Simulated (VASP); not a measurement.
All values below come from PBEsol GGA, VASP's PBE PAW potentials (set 64) (plane waves; VASP 6.6.1).

VASP input:

### INCAR
```
SYSTEM = LiH
PREC = Accurate
ENCUT = 520
EDIFF = 1E-6
NELM = 100
ALGO = Normal
LREAL = .FALSE.
LASPH = .TRUE.
ISMEAR = 0
SIGMA = 0.05
GGA = PS
LWAVE = .FALSE.
LCHARG = .FALSE.
IBRION = 2
ISIF = 3
NSW = 60
EDIFFG = -0.01
```

POSCAR:
```
LiH
1
   -0.0000000000     1.9913866733     1.9913866733
    1.9913866733     0.0000000000     1.9913866733
    1.9913866733     1.9913866733     0.0000000000
Li H
1 1
Direct
  0.0000000000   0.0000000000   0.0000000000
  0.5000000000   0.5000000000   0.5000000000
```

File KPOINTS:
```
Automatic mesh
0
Gamma
10 10 10
0 0 0
```

POTCAR, in this order: Li_sv H (PBE.64 set). Program: vasp_std.

Output of the run:

**OSZICAR**
```
       N       E                     dE             d eps       ncg     rms          rms(c)
DAV:   1    -0.198988171879E+01   -0.19899E+01   -0.14996E+03   588   0.609E+02
DAV:   2    -0.627681618484E+01   -0.42869E+01   -0.41888E+01   792   0.628E+01
DAV:   3    -0.634424706296E+01   -0.67431E-01   -0.67431E-01   642   0.739E+00
DAV:   4    -0.634521077846E+01   -0.96372E-03   -0.96372E-03   774   0.847E-01
DAV:   5    -0.634521941582E+01   -0.86374E-05   -0.86374E-05   666   0.563E-02    0.270E+00
DAV:   6    -0.617576288024E+01    0.16946E+00   -0.14723E-01   672   0.172E+00    0.135E+00
DAV:   7    -0.611918450589E+01    0.56578E-01   -0.18534E-01   732   0.215E+00    0.205E-01
DAV:   8    -0.612047444642E+01   -0.12899E-02   -0.51896E-03   648   0.652E-01    0.373E-02
DAV:   9    -0.612044585244E+01    0.28594E-04   -0.24118E-04   840   0.846E-02    0.115E-02
DAV:  10    -0.612044502845E+01    0.82399E-06   -0.57823E-06   600   0.235E-02
   1 F= -.61204450E+01 E0= -.61204450E+01  d E =-.612045E+01
       N       E                     dE             d eps       ncg     rms          rms(c)
DAV:   1    -0.612049221536E+01   -0.46363E-04   -0.28989E-04   762   0.161E-01    0.348E-02
DAV:   2    -0.612048633250E+01    0.58829E-05   -0.11020E-05   684   0.338E-02    0.209E-02
DAV:   3    -0.612048363500E+01    0.26975E-05   -0.63668E-06   936   0.169E-02    0.202E-03
DAV:   4    -0.612048311078E+01    0.52421E-06   -0.10077E-07   294   0.442E-03
   2 F= -.61204831E+01 E0= -.61204831E+01  d E =-.380823E-04
```

OUTCAR:
```
------------------------ aborting loop because EDIFF is reached ----------------------------------------
  FORCE on cell =-STRESS in cart. coord.  units (eV):
  Direction    XX          YY          ZZ          XY          YZ          ZX
  --------------------------------------------------------------------------------------
  Total       -0.0179409     -0.0179409     -0.0179409      0.0000000      0.0000000      0.0000000
  in kB       -1.8232891     -1.8232891     -1.8232891      0.0000000      0.0000000      0.0000000
  external PRESSURE =      -1.8232891 kB  Pullay stress =       0.0000000 kB
  volume of cell :       15.77
      direct lattice vectors                 reciprocal lattice vectors
     0.000000000  1.990167541  1.990167541    -0.251235130  0.251235130  0.251235130
     1.990167541  0.000000000  1.990167541     0.251235130 -0.251235130  0.251235130
     1.990167541  1.990167541 -0.000000000     0.251235130  0.251235130 -0.251235130
  FREE ENERGIE OF THE ION-ELECTRON SYSTEM (eV)
  ---------------------------------------------------
  free  energy   TOTEN  =        -6.1204831108 eV

  energy  without entropy=       -6.1204831108  energy(sigma->0) =       -6.12048311

 reached required accuracy - stopping structural energy minimisation
```
(Selected blocks of OUTCAR.)

### CONTCAR
```
LiH
   1.00000000000000
     0.0000000000000000    1.9901675411964239    1.9901675411964239
     1.9901675411964239    0.0000000000000000    1.9901675411964239
     1.9901675411964239    1.9901675411964239   -0.0000000000000000
  Li              H
     1     1
Direct
     0.0000000000000000    0.0000000000000000    1.0000000000000000
     0.5000000000000000    0.5000000000000000    0.5000000000000000
```

The structure comes from a measured LiH entry (Fm-3m) of the Crystallography Open Database, whose conditions weren't checked. This run relaxes it. Symmetry was kept, so distortions that lower it aren't found. The start is the result of an earlier pass.
